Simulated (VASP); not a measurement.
Runs of VASP 6.6.1 on Zn3H. The structure is cubic, space group Fm-3m (No. 225). Conventional cell: a = 5.993 Å, b = 5.993 Å, c = 5.993 Å, α = 90.00°, β = 90.00°, γ = 90.00°. Zn (site symmetry m-3m) has 8 Zn at 2.60 Å as nearest neighbours. Around Zn (site symmetry -43m) lie 4 Zn at 2.60 Å and 4 H at 2.60 Å. Around H (site symmetry m-3m) lie 8 Zn at 2.60 Å. The cell was built by a generator and needn't be a form met in nature.

| level | pressure (GPa) |
| --- | --- |
| revPBE | 2.2 |
| RPBE | 2.9 |
| PBE | (a) |
| PW91 | 0.4 |

Alike in all rows: task band structure; potentials or basis VASP PAW PBE potentials, release 64 (Zn, H); no spin polarisation; cell as given; k mesh 6 × 6 × 6; cutoff (eV) 520; smearing fermi-dirac 0.05 eV.

Task: Fill in the values left out.

Result: (a) 0.3.

Caveats: the PAW data sets were made with another functional, which shifts forces and pressure a little (some runs).

Not every run made on this cell is shown here.
